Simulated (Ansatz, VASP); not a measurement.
# Si9Ge28H28 (H-capped Ge nanowire along [001] with a Si core) in two plane-wave programs, part 2 of 2

Aim: how closely do two programs agree when they are given the same cell, functional and k mesh? The cell is taken from a series of runs on this material, whose earlier steps may have relaxed, scaled, displaced or heated it; both programs get it as it stands.

VASP 6.6.1 and Ansatz 0.2.0.

So far: The structure; VASP: single point, RPBE.

### 3. Ansatz: single point, RPBE

Level of this step: Ansatz beside VASP: Kohn-Sham DFT, plane waves, RPBE (Ansatz).

Ansatz runs on its default PAW (the set named soft_2) files.

The same cell, functional, mesh and smearing now go to Ansatz, which takes its cutoff from its data sets.

The input, input.yaml:

```yaml
crystal:
  lattice:
    - [26.50091, 0.0, 0.0]
    - [0.0, 26.50091, 0.0]
    - [0.0, 0.0, 5.658]
  atoms:
    - { symbol: Ge, position: [0.3504, 0.34918, 0.24813] }
    - { symbol: Ge, position: [0.34864, 0.42411, 0.5018] }
    - { symbol: Ge, position: [0.27318, 0.42367, 0.7544] }
    - { symbol: Ge, position: [0.27402, 0.49897, 0.00326] }
    - { symbol: Ge, position: [0.3501, 0.50014, 0.24646] }
    - { symbol: Ge, position: [0.34874, 0.57509, 0.50119] }
    - { symbol: Ge, position: [0.27308, 0.57426, 0.74825] }
    - { symbol: Ge, position: [0.34944, 0.65085, 0.24753] }
    - { symbol: Ge, position: [0.49934, 0.27328, 0.49317] }
    - { symbol: Ge, position: [0.42428, 0.27285, 0.75369] }
    - { symbol: Ge, position: [0.42433, 0.34703, 0.00529] }
    - { symbol: Ge, position: [0.50017, 0.34989, 0.25141] }
    - { symbol: Si, position: [0.49971, 0.42489, 0.49911] }
    - { symbol: Si, position: [0.4254, 0.42535, 0.75112] }
    - { symbol: Si, position: [0.42546, 0.49887, 0.99729] }
    - { symbol: Si, position: [0.49882, 0.49979, 0.25381] }
    - { symbol: Si, position: [0.50032, 0.57545, 0.50413] }
    - { symbol: Si, position: [0.42467, 0.57717, 0.75201] }
    - { symbol: Ge, position: [0.4243, 0.6519, 0.99696] }
    - { symbol: Ge, position: [0.50042, 0.6509, 0.25251] }
    - { symbol: Ge, position: [0.50028, 0.7268, 0.49825] }
    - { symbol: Ge, position: [0.42534, 0.72773, 0.7566] }
    - { symbol: Ge, position: [0.57428, 0.27307, 0.75115] }
    - { symbol: Ge, position: [0.57497, 0.34939, 0.00239] }
    - { symbol: Ge, position: [0.65104, 0.34933, 0.25179] }
    - { symbol: Ge, position: [0.65026, 0.42423, 0.49541] }
    - { symbol: Si, position: [0.57493, 0.42426, 0.74372] }
    - { symbol: Si, position: [0.57591, 0.49998, 0.99668] }
    - { symbol: Ge, position: [0.65121, 0.50156, 0.25161] }
    - { symbol: Ge, position: [0.65061, 0.57489, 0.49661] }
    - { symbol: Si, position: [0.57522, 0.5749, 0.74991] }
    - { symbol: Ge, position: [0.57704, 0.65149, 0.99924] }
    - { symbol: Ge, position: [0.65177, 0.65187, 0.24297] }
    - { symbol: Ge, position: [0.57446, 0.72637, 0.75317] }
    - { symbol: Ge, position: [0.72714, 0.42384, 0.74456] }
    - { symbol: Ge, position: [0.72538, 0.49911, 0.00578] }
    - { symbol: Ge, position: [0.72657, 0.57387, 0.74759] }
    - { symbol: H, position: [0.30044, 0.34936, 0.09742] }
    - { symbol: H, position: [0.348, 0.30165, 0.4029] }
    - { symbol: H, position: [0.27275, 0.37761, 0.90498] }
    - { symbol: H, position: [0.22577, 0.42458, 0.59483] }
    - { symbol: H, position: [0.22618, 0.49957, 0.1555] }
    - { symbol: H, position: [0.22727, 0.57423, 0.59616] }
    - { symbol: H, position: [0.27279, 0.62283, 0.91146] }
    - { symbol: H, position: [0.30182, 0.65074, 0.09815] }
    - { symbol: H, position: [0.34831, 0.69803, 0.40741] }
    - { symbol: H, position: [0.5014, 0.22414, 0.34152] }
    - { symbol: H, position: [0.37751, 0.27373, 0.59117] }
    - { symbol: H, position: [0.42452, 0.2265, 0.90504] }
    - { symbol: H, position: [0.49984, 0.77276, 0.3484] }
    - { symbol: H, position: [0.37695, 0.72652, 0.58914] }
    - { symbol: H, position: [0.42436, 0.77393, 0.9037] }
    - { symbol: H, position: [0.62102, 0.27291, 0.59642] }
    - { symbol: H, position: [0.57423, 0.2277, 0.90979] }
    - { symbol: H, position: [0.69706, 0.34821, 0.0928] }
    - { symbol: H, position: [0.65062, 0.30194, 0.41006] }
    - { symbol: H, position: [0.69846, 0.65097, 0.09742] }
    - { symbol: H, position: [0.65086, 0.69875, 0.40224] }
    - { symbol: H, position: [0.62302, 0.72685, 0.59107] }
    - { symbol: H, position: [0.57562, 0.77269, 0.90886] }
    - { symbol: H, position: [0.72698, 0.37772, 0.91285] }
    - { symbol: H, position: [0.77376, 0.42395, 0.59712] }
    - { symbol: H, position: [0.77387, 0.50047, 0.15107] }
    - { symbol: H, position: [0.77333, 0.57544, 0.59172] }
    - { symbol: H, position: [0.72749, 0.62308, 0.90971] }
kpoints:
  mp_grid: { grid: [1, 1, 2] }
hamiltonian:
  xc: rpbe
scf:
  occupations: { method: gaussian, width: 0.05 }
output:
  forces: true
  populations: true
  dos:
    method: { smearing: { sigma: 0.08 } }
    de: 0.1
    projected:
      site_lists:
        Ge: [Ge]
        H: [H]
        Si: [Si]
        wire: [0, 1, 2, 3, 4, 5, 6, 7, 8, 9, 10, 11, 12, 13, 14, 15, 16, 17, 18, 19, 20, 21, 22, 23, 24, 25, 26, 27, 28, 29, 30, 31, 32, 33, 34, 35, 36]
        hydrogen: [37, 38, 39, 40, 41, 42, 43, 44, 45, 46, 47, 48, 49, 50, 51, 52, 53, 54, 55, 56, 57, 58, 59, 60, 61, 62, 63, 64]
  eigenvalues: true
```

The run is started by

```
ansatz run input.yaml --threads 4 --pin off --max-ram 15872MiB --backend cpu --events-out ev --progress --plain --runs-dir out
```

Numbers of over 12 decimals in the logs are rounded to 6 here.

Log:

```text
Engine: ansatz 0.2.0, aarch64-unknown-linux-gnu
Pseudopotentials: kind: paw
Pseudopotential: Ge, paw, valence charge 14, recommended cutoff 420 eV (normal), Ge.paw.azcp
Pseudopotential: Si, paw, valence charge 4, recommended cutoff 420 eV (normal), Si.paw.azcp
Pseudopotential: H, paw, valence charge 1, recommended cutoff 420 eV (normal), H.paw.azcp
Functional definition: RPBE
  parameter kappa = 0.804
  parameter beta = 0.066725
  exchange = rpbe_x(kappa = kappa, mu = beta*pi^2/3)
  correlation = pbe_c(beta = beta)
Crystal: 65 atoms, lattice volume = 3973.603 Å³
Basis set: ecut = 420 eV, 77807 PW (Γ), exchange–correlation on 360×360×80 points (8 copies of the dense FFT grid, shifted against one another)
Bands: 293, of which v1, the nominal top of the filled ones, is band 228 counted from 1 (227 counted from 0)
Symmetry: 1 space group operations
Space group: P1 (ITA 1), of the structure as read, at distance tolerance 1.6e-4 Å
k-points: 2
Non-local potential: Ge, projectors of the file, l = 0: 2, l = 1: 2, l = 2: 3, l = 3: 1
Non-local potential: Si, projectors of the file, l = 0: 2, l = 1: 2, l = 2: 2
Non-local potential: H, projectors of the file, l = 0: 2, l = 1: 1
PAW form: soft (Blöchl's): semilocal exchange-correlation on the pseudo side does not see the compensation charge
PAW frozen core: Ge, regenerated for the run's functional, and the local potential with it (the file was generated under x = pbe(κ = 0.804, μ = 0.219515), c = pbe(β = 0.066725))
PAW frozen core: Si, regenerated for the run's functional, and the local potential with it (the file was generated under x = pbe(κ = 0.804, μ = 0.219515), c = pbe(β = 0.066725))
PAW one-centre angular grid: Ge, 590 points (default); XC on 64 Gauss nodes
PAW one-centre angular grid: Si, 110 points (default); XC on 64 Gauss nodes
PAW one-centre angular grid: H, 110 points (default); XC on 64 Gauss nodes
Initial density: superposition of atomic densities (neutral atoms: chi_scale 0, normalization atom), corrected by the library's trained network
Initial wavefunctions: pseudopotential atomic-orbital guess
Functional: x = rpbe, c = pbe(β = 0.066725)
SCF iter   1: F=—  HF=-126609.886213 eV  |F-HF|=—  |Δ(HF+E_count)|=         —  Δρ=2.28e-3  dr2=6.32e-1  ethr=1.77e-3  ⟨swp⟩=7.0  Hψ=2488  notcnv=0  defer=27
preconditioner: auto → Resta (q_TF=auto, 1.902 Å⁻¹)  ε∞=1.8  [insulator: Δε(μ)=1.986 eV  Ē_g=8.874 eV  σ=0.050 eV  W_gap=1.00  n_scr=470 (ndim 8)  ℏωp=7.8 eV  f_vac=0.709  D(μ)=0.00/eV (n_scr^D=0)  ε∞_Penn≈1.8  vacuum switching on, ρ_ref=5.7e-3 e/Å³]
SCF iter   2: F=—  HF=-126609.886272 eV  |F-HF|=—  |Δ(HF+E_count)|=   5.89e-5  Δρ=1.04e-3  dr2=7.08e-1  ethr=1.39e-4  ⟨swp⟩=4.0  Hψ=1241  notcnv=0  defer=119
SCF iter   3: F=—  HF=-126609.794253 eV  |F-HF|=—  |Δ(HF+E_count)|=   9.20e-2  Δρ=5.08e-4  dr2=1.81e-2  ethr=1.39e-4  ⟨swp⟩=3.0  Hψ=582  notcnv=0  defer=119
SCF iter   4: F=—  HF=-126609.793986 eV  |F-HF|=—  |Δ(HF+E_count)|=   2.67e-4  Δρ=1.66e-4  dr2=1.01e-3  ethr=3.97e-6  ⟨swp⟩=2.0  Hψ=690  notcnv=0  defer=116
SCF iter   5: F=—  HF=-126609.793901 eV  |F-HF|=—  |Δ(HF+E_count)|=   8.49e-5  Δρ=4.66e-5  dr2=1.69e-4  ethr=2.21e-7  ⟨swp⟩=2.0  Hψ=926  notcnv=0  defer=116
SCF iter   6: F=—  HF=-126609.793867 eV  |F-HF|=—  |Δ(HF+E_count)|=   3.46e-5  Δρ=1.83e-5  dr2=8.07e-5  ethr=3.70e-8  ⟨swp⟩=2.0  Hψ=646  notcnv=0  defer=116
SCF iter   7: F=—  HF=-126609.794006 eV  |F-HF|=—  |Δ(HF+E_count)|=   1.39e-4  Δρ=9.67e-6  dr2=8.56e-6  ethr=1.77e-8  ⟨swp⟩=2.0  Hψ=632  notcnv=0  defer=116
SCF iter   8: F=—  HF=-126609.794016 eV  |F-HF|=—  |Δ(HF+E_count)|=   1.01e-5  Δρ=4.26e-6  dr2=2.25e-6  ethr=1.88e-9  ⟨swp⟩=2.0  Hψ=644  notcnv=0  defer=116
SCF iter   9: F=—  HF=-126609.794020 eV  |F-HF|=—  |Δ(HF+E_count)|=   3.52e-6  Δρ=1.84e-6  dr2=5.90e-7  ethr=4.94e-10  ⟨swp⟩=2.0  Hψ=641  notcnv=0  defer=116
SCF iter  10: F=-126609.794020 eV  HF=-126609.794020 eV  |F-HF|=1.43e-7  |Δ(HF+E_count)|=   5.23e-7  Δρ=8.38e-7  dr2=5.74e-8  ethr=2.19e-11  ⟨swp⟩=15.0  Hψ=3340  notcnv=0
SCF 1 converged in 10 iterations: F = -126609.794020 eV  dr2 = 5.74e-8
  greatest PAW one-centre occupation: 0.998 electrons in one spin orbital (limit 2), on the Ge atom at site 32 (counted from 0), in its partial waves of l = 2
SCF converged after 10 iterations
Free energy (F): -126609.794020 eV
Harris-Foulkes:  -126609.794020 eV  (|F-HF|=1.43e-7)
Internal energy: -126609.794020 eV  (E = F + TS)
E sigma→0 (E₀):  -126609.794020 eV
Fermi energy:    -1.333605 eV
--- Per-component energies (eV) ---
  E_band       = -8482.916373
  E_kinetic    = 3843.287300
  E_local      = -421721.524689  (includes V_loc(G=0)·N_el)
  E_nonlocal   = 11996.192331
  E_hartree    = 204363.340332
  E_xc         = -2856.539337
  E_vxc        = -2531.376706  (∫ρ·V_xc dr)
  E_paw        = -61385.409514  (= ΣΔE_a)
  E_vpaw       = -8796.177250  (= ΣTr[D̂ρ^β])
[...]
atom  42  H     -0.29603564    -0.00243839     0.27772225
  atom  43  H     -0.92183792    -0.00527738    -0.66693052
  atom  44  H     -0.24061019    -0.49078808    -0.57648381
  atom  45  H     -0.30441714     0.17797176    -0.11853449
  atom  46  H     -0.12862708     0.02834879    -0.13641024
  atom  47  H     -0.07173053     0.06548172    -0.05716038
  atom  48  H     -0.00923027    -0.26151505     0.31178507
  atom  49  H     -0.00884429    -0.78658549     0.52273400
  atom  50  H      0.01672806     1.02027592    -0.73829005
  atom  51  H      0.54357505     0.28491834     0.65010128
  atom  52  H     -0.00017251     1.02298855     0.74824644
  atom  53  H      0.33980711    -0.25381824     0.02121149
  atom  54  H     -0.00495664    -0.74278435     0.50916848
  atom  55  H      0.33854348    -0.18213239    -0.07624696
  atom  56  H      0.18742425     0.03314405    -0.15999477
  atom  57  H      0.77118393     0.18573705    -0.39793676
  atom  58  H      0.18119434     0.09220398    -0.06713370
  atom  59  H     -0.41559409     0.24679192     0.52174753
  atom  60  H     -0.02323480     0.58624422     0.41974636
  atom  61  H      0.26344530     0.04008960    -0.37322954
  atom  62  H      0.86031310     0.02027370    -0.60797821
  atom  63  H      0.40140673    -0.01631709     0.35369755
  atom  64  H      0.43721836    -0.06221785    -0.31717652
  atom  65  H      0.21236806    -0.58804840    -0.66071163
  max |Σ_I F_I| component: 2.99e-5 eV/Å
--- Band table (eV) ---
  k-point 0: bands = [... 224 lower, -2.6462, -2.6122, -2.4854, -2.3367, -0.2355, -0.1949, -0.1645, -0.0508, ... 61 higher]
  k-point 1: bands = [... 224 lower, -3.0461, -3.0128, -3.0088, -2.9543, -0.3305, 0.0215, 0.0620, 0.0939, ... 61 higher]
--- Löwdin populations: 65 sites ---
  site symbol       q [e]
     0     Ge     13.8128
     1     Ge     14.0134
     2     Ge     13.7992
     3     Ge     13.9151
     4     Ge     13.9933
     5     Ge     14.0121
     6     Ge     13.8094
     7     Ge     13.8037
     8     Ge     13.9189
     9     Ge     13.8050
    10     Ge     14.0085
    11     Ge     13.9894
    12     Si      3.9530
    13     Si      3.9522
    14     Si      3.9561
    15     Si      3.9684
    16     Si      3.9578
    17     Si      3.9442
    18     Ge     14.0105
    19     Ge     13.9919
    20     Ge     13.9101
    21     Ge     13.8106
    22     Ge     13.8086
    23     Ge     14.0133
[...]
57      H      1.0426
    58      H      1.0457
    59      H      1.0417
    60      H      1.0452
    61      H      1.0357
    62      H      1.0375
    63      H      1.0411
    64      H      1.0469
  spilling = 0.004055 (of n_electrons = 456.000000)
```

The column dr2 measures how far the density is from self-consistency, as an energy; F and HF (Harris–Foulkes) agree once it is small.

### 4. Comparison

Known differences besides the potentials themselves: the cutoff is 420 eV in Ansatz and 410 eV in VASP (PREC = Accurate, projectors in real space); Ansatz makes its cores anew for this functional, VASP keeps those of its PBE data sets. Total energies have different zeros and are not compared.

Compared:

```tsv
quantity	Ansatz	VASP	difference
gap on the k mesh (eV)	2.006	2.011	-0.005
```

Forces on 9 of the 65 atoms, those with the largest forces and the largest differences (eV/Å; atoms numbered as in POSCAR):

```tsv
atom	Ansatz x, y, z	VASP x, y, z
Ge3	-0.219, 0.946, -0.827	-0.248, 0.905, -0.817
Ge11	0.313, 0.876, -0.756	0.311, 0.878, -0.756
Ge15	-0.167, -0.768, 0.866	-0.167, -0.727, 0.840
Ge16	-0.281, -0.614, -1.177	-0.304, -0.573, -1.163
H40	-0.257, -0.733, 0.276	-0.259, -0.686, 0.241
H43	-0.922, -0.005, -0.667	-0.877, -0.006, -0.635
H50	0.017, 1.020, -0.738	0.017, 0.974, -0.706
H52	0.000, 1.023, 0.748	0.002, 0.975, 0.716
H57	0.771, 0.186, -0.398	0.722, 0.188, -0.364
```

The forces differ by 22 meV/Å r.m.s., which is 5.4 % of the r.m.s. force of 0.413 eV/Å (both taken over all components). A gap on the mesh is an upper bound, since the band edges may lie between its points. With vacuum in the cell, a pressure given here is an average over mostly empty space and none of the material.

### 5. What came out

```
r.m.s. force difference (single point, RPBE) : 5.4 % of the r.m.s. force
```

The r.m.s. force difference is 5.4 % of the r.m.s. force (single point, RPBE), beyond the 3 % picked in this series as the mark of a large difference. What causes the difference of the single point, RPBE pair stays open here. Such differences can come from data sets, numerical settings and the points named under the comparisons, not from the functional's error against experiment.

[Lines on the potential files, build, host, timing and source positions are cut from VASP's logs without a mark.]

[Logs are printed without paths, hosts, clocks, repeated set-up lines and the standing remarks that a program may print on its own settings, such as how far it seeks lower states.]

[Hosts, paths, dates, database ids (printed as entryN), source tags and the programs' standing remarks are cut or masked in the printed files.]
